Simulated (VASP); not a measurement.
A run of VASP 6.6.1 is set up as follows.

File POSCAR:

```
SnSe                                    
1.0
   11.7897908053      0.0000000000      0.0000000000
    0.0000000000      4.2057650536      0.0000000000
    0.0000000000      0.0000000000      4.5696738865
  Sn              Se            
     4     4
Direct
     0.6209047467120319    0.7500000000000000    0.3837193767314533
     0.8790952532879681    0.2500000000000000    0.8837193767314533
     0.3790952532879681    0.2500000000000000    0.6162806232685467
     0.1209047467120319    0.7500000000000000    0.1162806232685467
     0.1453676270263844    0.2500000000000000    0.5236582217708790
     0.6453676270263844    0.2500000000000000    0.9763417782291210
     0.3546323729736157    0.7500000000000000    0.0236582217708790
     0.8546323729736156    0.7500000000000000    0.4763417782291210
```

INCAR.step1

```
SYSTEM = SnSe
PREC     = Accurate       ! precision mode
ENCUT    = 450            ! plane-wave cutoff, eV
EDIFF    = 1E-6           ! SCF threshold, eV
ISMEAR   = 0              ! smearing method
SIGMA    = 0.02           ! smearing width, eV
LREAL    = .FALSE.        ! projectors in reciprocal space
LASPH    = .TRUE.         ! aspherical terms in the spheres
NELM     = 120            ! most SCF steps
ALGO     = Fast           ! electronic algorithm
ISIF     = 2              ! what is computed and relaxed
LWAVE    = .FALSE.        ! write WAVECAR
LCHARG   = .TRUE.         ! write CHGCAR
GGA      = CA             ! functional
NBANDS   = 50             ! bands
KPAR     = 4
```

KPOINTS.step1

```
regular mesh
0
G
  4 8 8
  0 0 0
```

Contents of INCAR.step2:

```
SYSTEM = SnSe
PREC     = Accurate       ! precision mode
ENCUT    = 450            ! plane-wave cutoff, eV
EDIFF    = 1E-6           ! SCF threshold, eV
ISMEAR   = 0              ! smearing method
SIGMA    = 0.05           ! smearing width, eV
LREAL    = .FALSE.        ! projectors in reciprocal space
LASPH    = .TRUE.         ! aspherical terms in the spheres
NELM     = 120            ! most SCF steps
ALGO     = Fast           ! electronic algorithm
ISIF     = 2              ! what is computed and relaxed
LWAVE    = .FALSE.        ! write WAVECAR
LCHARG   = .FALSE.        ! write CHGCAR
GGA      = CA             ! functional
NBANDS   = 50             ! bands
KPAR     = 4            
ICHARG   = 11             ! starting density
```

KPOINTS.step2

```
path GXSYGZURTZ,YT,UX,SR
15
line-mode
reciprocal
 0.0000000000  0.0000000000  0.0000000000  G
 0.0000000000  0.5000000000  0.0000000000  X

 0.0000000000  0.5000000000  0.0000000000  X
 0.0000000000  0.5000000000  0.5000000000  S

 0.0000000000  0.5000000000  0.5000000000  S
 0.0000000000  0.0000000000  0.5000000000  Y

 0.0000000000  0.0000000000  0.5000000000  Y
 0.0000000000  0.0000000000  0.0000000000  G

 0.0000000000  0.0000000000  0.0000000000  G
 0.5000000000  0.0000000000  0.0000000000  Z

 0.5000000000  0.0000000000  0.0000000000  Z
 0.5000000000  0.5000000000  0.0000000000  U

 0.5000000000  0.5000000000  0.0000000000  U
 0.5000000000  0.5000000000  0.5000000000  R

 0.5000000000  0.5000000000  0.5000000000  R
 0.5000000000  0.0000000000  0.5000000000  T

 0.5000000000  0.0000000000  0.5000000000  T
 0.5000000000  0.0000000000  0.0000000000  Z

 0.0000000000  0.0000000000  0.5000000000  Y
 0.5000000000  0.0000000000  0.5000000000  T

 0.5000000000  0.5000000000  0.0000000000  U
 0.0000000000  0.5000000000  0.0000000000  X

 0.0000000000  0.5000000000  0.5000000000  S
 0.5000000000  0.5000000000  0.5000000000  R
```

Potentials or basis: VASP PAW LDA potentials, release 64 (Sn_d, Se).

The run is started by

```console
$ cat potpaw_LDA.64/Sn_d/POTCAR potpaw_LDA.64/Se/POTCAR > POTCAR
$ cp INCAR.step1 INCAR
$ cp KPOINTS.step1 KPOINTS
$ mpirun -np 4 vasp_std > vasp.out
$ cp INCAR.step2 INCAR
$ cp KPOINTS.step2 KPOINTS
$ mpirun -np 4 vasp_std > vasp.out
```

Question: Predict the band gap along the path.

Answer: 0.55 eV, indirect (least direct gap 0.82 eV).

Question: Estimate the band gap on the k mesh.

Answer: 0.61 eV, indirect (least direct gap 0.86 eV).

Levels at the corners of the path, in eV from the valence-band top:
| point | band 37 | band 38 | band 39 | band 40 | band 41 | band 42 | band 43 | band 44 |
| --- | --- | --- | --- | --- | --- | --- | --- | --- |
| Γ | -1.44 | -1.12 | -0.63 | -0.44 | 0.74 | 2.69 | 2.89 | 2.95 |
| X | -0.92 | -0.92 | -0.84 | -0.84 | 1.06 | 1.06 | 1.14 | 1.14 |
| X | -0.92 | -0.92 | -0.84 | -0.84 | 1.06 | 1.06 | 1.14 | 1.14 |
| S | -2.12 | -2.12 | -1.26 | -1.26 | 2.54 | 2.54 | 2.98 | 2.98 |
| S | -2.12 | -2.12 | -1.26 | -1.26 | 2.54 | 2.54 | 2.98 | 2.98 |
| Y | -0.79 | -0.79 | -0.26 | -0.26 | 1.18 | 1.18 | 1.57 | 1.57 |
| Y | -0.79 | -0.79 | -0.26 | -0.26 | 1.18 | 1.18 | 1.57 | 1.57 |
| Γ | -1.44 | -1.12 | -0.63 | -0.44 | 0.74 | 2.69 | 2.89 | 2.95 |
| Γ | -1.44 | -1.12 | -0.63 | -0.44 | 0.74 | 2.69 | 2.89 | 2.95 |
| Z | -1.68 | -1.68 | -0.48 | -0.48 | 2.44 | 2.44 | 2.60 | 2.60 |
| Z | -1.68 | -1.68 | -0.48 | -0.48 | 2.44 | 2.44 | 2.60 | 2.60 |
| U | -1.00 | -1.00 | -1.00 | -1.00 | 1.35 | 1.35 | 1.35 | 1.35 |
| U | -1.00 | -1.00 | -1.00 | -1.00 | 1.35 | 1.35 | 1.35 | 1.35 |
| R | -1.44 | -1.44 | -1.44 | -1.44 | 2.48 | 2.48 | 2.48 | 2.48 |
| R | -1.44 | -1.44 | -1.44 | -1.44 | 2.48 | 2.48 | 2.48 | 2.48 |
| T | -0.46 | -0.46 | -0.29 | -0.29 | 1.19 | 1.19 | 1.61 | 1.61 |
| T | -0.46 | -0.46 | -0.29 | -0.29 | 1.19 | 1.19 | 1.61 | 1.61 |
| Z | -1.68 | -1.68 | -0.48 | -0.48 | 2.44 | 2.44 | 2.60 | 2.60 |
| Y | -0.79 | -0.79 | -0.26 | -0.26 | 1.18 | 1.18 | 1.57 | 1.57 |
| T | -0.46 | -0.46 | -0.29 | -0.29 | 1.19 | 1.19 | 1.61 | 1.61 |
| U | -1.00 | -1.00 | -1.00 | -1.00 | 1.35 | 1.35 | 1.35 | 1.35 |
| X | -0.92 | -0.92 | -0.84 | -0.84 | 1.06 | 1.06 | 1.14 | 1.14 |
| S | -2.12 | -2.12 | -1.26 | -1.26 | 2.54 | 2.54 | 2.98 | 2.98 |
| R | -1.44 | -1.44 | -1.44 | -1.44 | 2.48 | 2.48 | 2.48 | 2.48 |

Caveat: the log is that of the step along the path at fixed density, whose energy, stress, charges and moments have no meaning; spin-orbit coupling is left out, which moves the levels of the heavy elements.

**Measured values to compare with.**

From “Linear dichroism of the optical properties of SnS and SnSe van der Waals crystals”, 2024, arxiv:2409.17412, for a bulk crystal of SnSe at 20 K: band gap 0.99 eV (indirect).

Measured gap of SnSe: 0.99 eV (indirect; 20 K; “Linear dichroism of the optical properties of SnS and SnSe van der Waals crystals”, 2024, arxiv:2409.17412). This calculation gives 0.55 eV (-0.44 eV). 2 values of this kind are on record (0.89 to 0.99 eV); this one was drawn at random. Spin-orbit coupling on Se, Sn is left out. The value is that of LDA, without temperature or zero-point motion. Semilocal functionals fall short of measured gaps as a rule. The cell is a database's relaxed one, not the measured one, which moves gaps too.
